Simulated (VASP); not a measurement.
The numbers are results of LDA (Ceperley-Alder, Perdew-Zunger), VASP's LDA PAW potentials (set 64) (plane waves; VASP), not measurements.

The input files of a VASP run:

**INCAR**
```
# general
SYSTEM =CsPbCl3
PREC   =Accurate
ENCUT  =500
LREAL  =F
LASPH  =T

# electronic loop
EDIFF  =1E-6
NELM   =100
ALGO   =Normal
LMAXMIX=4

# smearing
ISMEAR =0
SIGMA  =0.05

# ions
IBRION =2
NSW    =40
ISIF   =3
EDIFFG =-0.02
PSTRESS=200

# output
LWAVE  =F
LCHARG =F
```

### POSCAR
```
CsPbCl3
1
    4.9553439395    -0.0000000000    -0.0000000000
    0.0000000000     4.9553439395    -0.0000000000
    0.0000000000     0.0000000000     4.9553439395
Cs Pb Cl
1 1 3
Direct
  0.0000000000   0.0000000000   0.0000000000
  0.5000000000   0.5000000000   0.5000000000
  0.5000000000   0.0000000000   0.5000000000
  0.0000000000   0.5000000000   0.5000000000
  0.5000000000   0.5000000000   0.0000000000
```

File KPOINTS:
```
Automatic mesh
0
Gamma
5 5 5
0 0 0
```

POTCAR, in this order: Cs_sv Pb_d Cl (LDA.64 set). Program: vasp_std.

Output

OUTCAR:
```
 ion  position               nearest neighbor table
   1  0.000  0.000  0.000-
   2  0.500  0.500  0.500-   3 2.48   4 2.48   5 2.48   5 2.48   3 2.48   4 2.48
   3  0.500  0.000  0.500-   2 2.48   2 2.48
   4  0.000  0.500  0.500-   2 2.48   2 2.48
   5  0.500  0.500  0.000-   2 2.48   2 2.48
  LATTYP: Found a simple cubic cell.
 ALAT       =     4.9553439395
 Subroutine PRICEL returns:
 Original cell was already a primitive cell.
 Subroutine GETGRP returns: Found 48 space group operations
The static configuration has the point symmetry O_h .
The dynamic configuration has the point symmetry O_h .
 Subroutine INISYM returns: Found 48 space group operations
 Subroutine IBZKPT returns following result:
 Found     10 irreducible k-points:

 Following reciprocal coordinates:
            Coordinates               Weight
  0.000000  0.000000  0.000000      1.000000
  0.200000  0.000000  0.000000      6.000000
  0.400000  0.000000  0.000000      6.000000
  0.200000  0.200000  0.000000     12.000000
  0.400000  0.200000  0.000000     24.000000
  0.400000  0.400000  0.000000     12.000000
  0.200000  0.200000  0.200000      8.000000
  0.400000  0.200000  0.200000     24.000000
  0.400000  0.400000  0.200000     24.000000
  0.400000  0.400000  0.400000      8.000000
   k-points           NKPTS =     10   k-points in BZ     NKDIM =     10   number of bands    NBANDS=     26
   number of dos      NEDOS =    301   number of ions     NIONS =      5
   total plane-waves  NPLWV =  46656
   dimension x,y,z NGX =    36 NGY =   36 NGZ =   36
   dimension x,y,z NGXF=    72 NGYF=   72 NGZF=   72
   ions per type =               1   1   3
   PREC   = accura    normal or accurate (medium, high low for compatibility)
   ISTART =      0    job   : 0-new  1-cont  2-samecut
   ICHARG =      2    charge: 1-file 2-atom 10-const
   ISPIN  =      1    spin polarized calculation?
   LNONCOLLINEAR =      F non collinear calculations
   LSORBIT =      F    spin-orbit coupling
   INIWAV =      1    electr: 0-lowe 1-rand  2-diag
   ENCUT  =  500.0 eV  36.75 Ry    6.06 a.u.   9.03  9.03  9.03*2*pi/ulx,y,z
   NELM   =    100;   NELMIN=  2; NELMDL= -5     # of ELM steps
   EDIFF  = 0.1E-05   stopping-criterion for ELM
   LREAL  =      F    real-space projection
   NLSPLINE    = F    spline interpolate recip. space projectors
   LMAXMIX     =    4 max onsite mixed and CHGCAR
   VOSKOWN=      0    Vosko Wilk Nusair interpolation
   EDIFFG = -.2E-01   stopping-criterion for IOM
   NSW    =     40    number of steps for IOM
   NBLOCK =      1;   KBLOCK =     40    inner block; outer block
   IBRION =      2    ionic relax: 0-MD 1-quasi-New 2-CG
   NFREE  =      1    steps in history (QN), initial steepest desc. (CG)
   ISIF   =      3    stress and relaxation
   ISYM   =      2    0-nonsym 1-usesym 2-fastsym
   TEIN   =    0.0    initial temperature
   TEBEG  =    0.0;   TEEND  =   0.0 temperature during run
   SMASS  =  -3.00    Nose mass-parameter (am)
   PSTRESS=  200.0 pullay stress
   NELECT =      44.0000    total number of electrons
   EFERMI =   0.00;   METHOD = LEGACY
   ISMEAR =     0;   SIGMA  =   0.05  broadening in eV -4-tet -1-fermi 0-gaus
   IALGO  =     38    algorithm
   LDIAG  =      T    sub-space diagonalisation (order eigenvalues)
   IMIX   =      4    mixing-type and parameters
     AMIX     =   0.40;   BMIX     =  1.00
     AMIX_MAG =   1.60;   BMIX_MAG =  1.00
     AMIN     =   0.10
   GGA     = CA    functional components
   VOSKOWN =     0    Vosko Wilk Nusair interpolation
   LHFCALC =     F    Hartree Fock is set to
   LHFONE  =     F    Hartree Fock one center treatment
   AEXX    =    0.0000 exact exchange contribution
   IVDW    =     0    specifies the selected vdW correction
...
```

**OSZICAR**
```
       N       E                     dE             d eps       ncg     rms          rms(c)
DAV:   1     0.450031501129E+03    0.45003E+03   -0.20514E+04   520   0.164E+03
DAV:   2     0.399753548172E+02   -0.41006E+03   -0.39774E+03   618   0.390E+02
DAV:   3    -0.155959199517E+02   -0.55571E+02   -0.54532E+02   616   0.147E+02
DAV:   4    -0.176880799146E+02   -0.20922E+01   -0.20887E+01   680   0.312E+01
DAV:   5    -0.177585839651E+02   -0.70504E-01   -0.70464E-01   724   0.564E+00    0.137E+01
DAV:   6    -0.173240304975E+02    0.43455E+00   -0.99009E-01   724   0.949E+00    0.832E+00
DAV:   7    -0.172915027501E+02    0.32528E-01   -0.59736E-01   804   0.517E+00    0.157E+00
DAV:   8    -0.172813386554E+02    0.10164E-01   -0.12443E-01   778   0.367E+00    0.439E-01
DAV:   9    -0.172805558220E+02    0.78283E-03   -0.98961E-03   790   0.105E+00    0.560E-02
DAV:  10    -0.172805963299E+02   -0.40508E-04   -0.51111E-04   686   0.153E-01    0.288E-02
DAV:  11    -0.172806018563E+02   -0.55264E-05   -0.27766E-05   766   0.418E-02    0.169E-02
DAV:  12    -0.172806010062E+02    0.85016E-06   -0.93432E-06   684   0.179E-02
   1 F= -.20911939E+01 E0= -.20911939E+01  d E =-.209119E+01
```

### OUTCAR
```
------------------------ aborting loop because EDIFF is reached ----------------------------------------
  FORCE on cell =-STRESS in cart. coord.  units (eV):
  Direction    XX          YY          ZZ          XY          YZ          ZX
  --------------------------------------------------------------------------------------
  Total       15.1259966     15.1259966     15.1259966      0.0000000      0.0000000      0.0000000
  in kB      199.1650693    199.1650693    199.1650693      0.0000000      0.0000000      0.0000000
  external PRESSURE =      -0.8349307 kB  Pullay stress =     200.0000000 kB
  volume of cell :      121.68
      direct lattice vectors                 reciprocal lattice vectors
     4.955343939  0.000000000  0.000000000     0.201802339  0.000000000  0.000000000
     0.000000000  4.955343939  0.000000000     0.000000000  0.201802339  0.000000000
     0.000000000  0.000000000  4.955343939     0.000000000  0.000000000  0.201802339
 POSITION                                       TOTAL-FORCE (eV/Angst)
 -----------------------------------------------------------------------------------
      0.00000      0.00000      0.00000         0.000000      0.000000      0.000000
      2.47767      2.47767      2.47767         0.000000      0.000000      0.000000
      2.47767      0.00000      2.47767         0.000000      0.000000      0.000000
      0.00000      2.47767      2.47767         0.000000      0.000000      0.000000
      2.47767      2.47767      0.00000         0.000000      0.000000      0.000000
 -----------------------------------------------------------------------------------
    total drift:                                0.000000      0.000000      0.000000
  FREE ENERGIE OF THE ION-ELECTRON SYSTEM (eV)
  ---------------------------------------------------
  free  energy   TOTEN  =       -17.2806010062 eV

  energy  without entropy=      -17.2806010062  energy(sigma->0) =      -17.28060101
  enthalpy is  TOTEN    =        -2.0911938677 eV   P V=       15.1894071385

 reached required accuracy - stopping structural energy minimisation
```
(Selected blocks of OUTCAR.)

The compound is CsPbCl3 in the cubic perovskite structure, the ideal cubic form; the compound distorts at low or room temperature. It was relaxed first under an external pressure of 20 GPa.
